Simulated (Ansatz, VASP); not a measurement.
**SiCl3: VASP beside Ansatz**

One calculation is typed for both programs; each brings its own data sets. How far apart do they land? The cell is generated by rule, not measured, and may not be a known phase. The cell is taken from a series of runs on this material, whose earlier steps may have relaxed, scaled, displaced or heated it; both programs get it as it stands.

Method: plane waves, with VASP 6.6.1 beside it; zone-centre phonons at PBE, in Ansatz 0.2.0.

The structure was built from a prototype and need not be the compound's stable phase.

## (1) Starting point

The structure is orthorhombic, space group Amm2 (No. 38). The conventional cell has a = 4.294 Å, b = 7.492 Å, c = 10.736 Å, α = 90.00°, β = 90.00°, γ = 90.00°. Si has 4 Cl at 2.07 to 2.33 Å nearest. Nearest to Cl lie 2 Si at 2.33 Å. Cl has 1 Si at 2.07 Å nearest. Farther neighbours and most contacts between anions are not listed.

## (2) Ansatz: zone-centre phonons, PBE

Ansatz runs on norm-conserving files, of PseudoDojo where its log says so.

Second derivatives magnify differences that forces hide, and they need a tight electronic threshold.

The input, input.yaml:

```yaml
crystal:
  lattice:
    - [4.2936288106, 0.0, 0.0]
    - [0.0, 3.7461488107, 5.367841512]
    - [0.0, -3.7461488107, 5.367841512]
  atoms:
    - { symbol: Si, position: [0.0, 0.9086389754, 0.9086389754] }
    - { symbol: Cl, position: [0.5, 0.9920012126, 0.9920012126] }
    - { symbol: Cl, position: [0.0, 0.0171693149, 0.572262148] }
    - { symbol: Cl, position: [0.0, 0.572262148, 0.0171693149] }
kpoints:
  mp_grid: { grid: [10, 8, 8] }
hamiltonian:
  xc: pbe
  pseudopotentials: { kind: nc }
scf:
  occupations: { method: methfessel_paxton, width: 0.2 }
output:
  eigenvalues: true
phonons:
  method: dfpt
```

On the command line:

```console
> ansatz run input.yaml --threads 4 --pin off --max-ram 14336MiB --backend cpu --events-out ev --progress --plain --runs-dir out
```

Numbers of over 12 decimals in the logs are rounded to 6 here.

Output:

```text
zone centre: on kpoints.mp_grid the ground state, and the responses unless they are solved on pairs of k-points, stand on 204 of the mesh's 640 k-points, reduced under 2 symmetry operations, with k and −k counted as one. Each operation leaves every solved displacement unchanged or reverses it
Engine: ansatz 0.2.0, aarch64-unknown-linux-gnu
Pseudopotentials: kind: nc
Pseudopotential: Si, nc, valence charge 4, recommended cutoff 489.804952 eV (normal), Si.nc.azcp
Pseudopotential: Cl, nc, valence charge 7, recommended cutoff 789.130201 eV (normal), Cl.nc.azcp (PseudoDojo's, or run here from an input of PseudoDojo's: the run reads no file of this project's for it)
Functional definition: PBE
  parameter kappa = 0.804
  parameter beta = 0.066725
  exchange = pbe_x(kappa = kappa, mu = beta*pi^2/3)
  correlation = pbe_c(beta = beta)
Crystal: 4 atoms, lattice volume = 172.679 Å³
Basis set: ecut = 789.130201 eV, 8663 PW (Γ), exchange–correlation on 80×120×120 points (8 copies of the dense FFT grid, shifted against one another)
Bands: 17, of which v1, the nominal top of the filled ones, is band 13 counted from 1 (12 counted from 0)
Symmetry: 4 space group operations
k-points: 204 of 640 (irreducible under 2 space group operations, time reversal used)
Non-local potential: Si, projectors of the file, l = 0: 2, l = 1: 2, l = 2: 2
Non-local potential: Cl, projectors of the file, l = 0: 2, l = 1: 2, l = 2: 2
Initial density: superposition of atomic densities (chi_scale 0.1, normalization cell, long waves kept (reshape's long-wave potential 0.08 eV rms))
Initial wavefunctions: pseudopotential atomic-orbital guess
Functional: x = pbe(κ = 0.804, μ = 0.219515), c = pbe(β = 0.066725)
SCF iter   1: F=—  HF=-1457.579070 eV  |F-HF|=—  |Δ(HF+E_count)|=         —  Δρ=2.30e-2  dr2=1.03e0  ethr=3.10e-3  ⟨swp⟩=9.3  Hψ=27893  notcnv=0
preconditioner: auto → Resta (q_TF=auto, 1.977 Å⁻¹)  ε∞=2.5  [insulator: Δε(μ)=0.743 eV  Ē_g=11.431 eV  σ=0.200 eV  W_gap=1.02  n_scr=26 (ndim 8)  ℏωp=14.1 eV  f_vac=0.300  D(μ)=-0.04/eV (n_scr^D=0)  ε∞_Penn≈2.5]
SCF iter   2: F=—  HF=-1457.318712 eV  |F-HF|=—  |Δ(HF+E_count)|=   2.60e-1  S|Δr|=    0.00e0  Δρ=1.04e-2  dr2=1.37e-1  ethr=3.10e-3  ⟨swp⟩=3.7  Hψ=8097  notcnv=0  defer=36
SCF iter   3: F=—  HF=-1457.300947 eV  |F-HF|=—  |Δ(HF+E_count)|=   1.78e-2  S|Δr|=    0.00e0  Δρ=2.89e-3  dr2=9.62e-3  ethr=5.50e-4  ⟨swp⟩=2.4  Hψ=5439  notcnv=0  defer=36
SCF iter   4: F=—  HF=-1457.302135 eV  |F-HF|=—  |Δ(HF+E_count)|=   1.19e-3  S|Δr|=    0.00e0  Δρ=3.46e-4  dr2=3.66e-4  ethr=3.85e-5  ⟨swp⟩=1.8  Hψ=5262  notcnv=0  defer=36
SCF iter   5: F=—  HF=-1457.302210 eV  |F-HF|=—  |Δ(HF+E_count)|=   7.47e-5  S|Δr|=    0.00e0  Δρ=1.32e-4  dr2=3.28e-5  ethr=1.46e-6  ⟨swp⟩=2.1  Hψ=5503  notcnv=0  defer=36
SCF iter   6: F=—  HF=-1457.302233 eV  |F-HF|=—  |Δ(HF+E_count)|=   2.35e-5  S|Δr|=    0.00e0  Δρ=2.70e-5  dr2=9.91e-7  ethr=1.31e-7  ⟨swp⟩=2.2  Hψ=5572  notcnv=0  defer=36
SCF iter   7: F=—  HF=-1457.302188 eV  |F-HF|=—  |Δ(HF+E_count)|=   4.57e-5  S|Δr|=    0.00e0  Δρ=4.99e-6  dr2=4.96e-8  ethr=3.97e-9  ⟨swp⟩=2.5  Hψ=6490  notcnv=0  defer=68
SCF iter   8: F=—  HF=-1457.302188 eV  |F-HF|=—  |Δ(HF+E_count)|=   3.12e-8  S|Δr|=    0.00e0  Δρ=1.51e-6  dr2=4.86e-9  ethr=1.98e-10  ⟨swp⟩=2.7  Hψ=7052  notcnv=0  defer=68
SCF iter   9: F=—  HF=-1457.302188 eV  |F-HF|=—  |Δ(HF+E_count)|=   4.14e-9  S|Δr|=    0.00e0  Δρ=4.04e-7  dr2=4.71e-10  ethr=1.94e-11  ⟨swp⟩=2.5  Hψ=5854  notcnv=0  defer=68
SCF iter  10: F=—  HF=-1457.302188 eV  |F-HF|=—  |Δ(HF+E_count)|=  2.96e-10  S|Δr|=    0.00e0  Δρ=2.42e-7  dr2=1.72e-10  ethr=1.89e-12  ⟨swp⟩=2.6  Hψ=6978  notcnv=0  defer=68
SCF iter  11: F=-1457.302188 eV  HF=-1457.302188 eV  |F-HF|=4.55e-13  |Δ(HF+E_count)|=  7.05e-11  S|Δr|=    0.00e0  Δρ=3.44e-8  dr2=4.45e-12  ethr=1.00e-12  ⟨swp⟩=10.7  Hψ=27631  notcnv=0
SCF 1 converged in 11 iterations: F = -1457.302188 eV  dr2 = 4.45e-12
DFPT response loops at Γ: preconditioner auto → none (partly filled bands, converged f_vac=0.335); β = 0.50; Broyden in place of MSR1
SCF converged after 11 iterations
Stability not checked: this state was not tested for a lower state beside it, because cold or Methfessel-Paxton smearing, or corrected tetrahedra, fill the levels in a way that the test cannot read (fill_not_monotonic; see scf.lower_state_search)
Free energy (F): -1457.302188 eV
Harris-Foulkes:  -1457.302188 eV  (|F-HF|=4.55e-13)
Internal energy: -1457.303367 eV  (E = F + TS)
E sigma→0 (E₀):  -1457.302483 eV
Entropy (-TS):   0.001180 eV (0.295 meV/atom)
Fermi energy:    -0.011602 eV
Step filling:    the computed levels leave a gap of 0.7070 eV = 3.5 smearing widths at the electron count; against every level under it full and every level over it empty, smearing changes F+E_penalty+E_count by +0.129 meV and its σ→0 estimate by -0.166 meV
--- Per-component energies (eV) ---
  E_band       = -183.897882
  E_kinetic    = 495.203813
  E_local      = -1522.303377  (includes V_loc(G=0)·N_el)
  E_nonlocal   = 201.634344
  E_hartree    = 502.459292
  E_xc         = -406.547113
  E_vxc        = -363.351229  (∫ρ·V_xc dr)
  E_ewald      = -727.750327
  E_smearing   = 0.001180  (= −TS)
  E_closure    = -0.000000  (closes the sum)
  Σ components = -1457.302188   (vs F -1457.302188, Δ=0.00e0)
--- Band table (eV; the first three rows and the last of 204) ---
  k-point 0: bands = [... 9 lower, -3.3302, -3.1577, -2.8957, -1.6011, 3.6435, 3.9888, 4.1401, 5.2235]
  k-point 1: bands = [... 9 lower, -3.3302, -3.1620, -2.9174, -1.5674, 3.7295, 4.0101, 4.1961, 5.1665]
  k-point 2: bands = [... 9 lower, -3.3304, -3.1724, -2.9702, -1.4884, 3.9571, 4.0623, 4.3434, 5.0288]
  k-point 203: bands = [... 9 lower, -3.1754, -3.0344, -2.9432, 2.0239, 3.1957, 3.3464, 3.3950, 5.5342]
--- Phonons (Γ-DFPT): 9 representative perturbations + reference, on 204 of 640 k-points (Σ response iterations 27) ---
  k mesh reduced under 2 symmetry operations, with k and −k counted as one. Each operation leaves every solved displacement unchanged or reverses it
  ASR residual: 5.844e-5 → 0.000e0 eV/Å²; symmetrization residual: 3.151e-6 eV/Å²
  ASR residual per site (eV/Å²): 1.13e-5 5.66e-6 5.84e-5 5.84e-5
  Γ frequencies (cm⁻¹): -8.72 0.00 0.00 0.00 87.15 123.01 152.22 186.23 192.68 260.85 511.09 537.08
  non-analytic LO–TO correction: not included (Born effective charges unavailable; polar crystals: no LO–TO splitting at Γ)
```

[end of part 1 of 3]

[Lines on the potential files, build, host, timing and source positions are cut from VASP's logs without a mark.]

[Logs are printed without paths, hosts, clocks, repeated set-up lines and the standing remarks that a program may print on its own settings, such as how far it seeks lower states.]

[Hosts, paths, dates, database ids (printed as entryN), source tags and the programs' standing remarks are cut or masked in the printed files.]
